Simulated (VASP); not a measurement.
Data:

```xyz
4
Lattice="0.0000 2.0755 2.0755 2.0755 0.0000 2.0755 7.5538 7.5538 0.7482" Properties=species:S:1:pos:R:3 pbc="T T T"
Pd     0.0000     0.0000     0.0000
Al     1.8158     1.8158     0.2597
Al     3.7769     3.7769     0.3741
Al     7.8135     7.8135     4.6394
```

Computed with PBEsol GGA, VASP's PBE PAW potentials (set 64) (plane waves; VASP 6.6.1). Run with 400 eV cut-off, 14×14×4 Γ-centred mesh, tetrahedra with Blöchl corrections, potentials Pd Al.

Problem. What does the run give for the energy per atom (σ→0), band gap (on the k-mesh) with the smallest direct gap where there is one?

Solution. 
```yaml
band gap (on the k-mesh): none (metal, semimetal or under 0.01 eV)
energy per atom (σ→0): -4.951 eV/atom
```

The absolute energy has meaning only against runs of the same code, potentials and settings.

The structure was generated: Al3Pd was put into an ordered model structure (R-3m), which need not be its known phase. It was relaxed first. The electron count is odd and the run is not spin-polarised, which forces a metal.
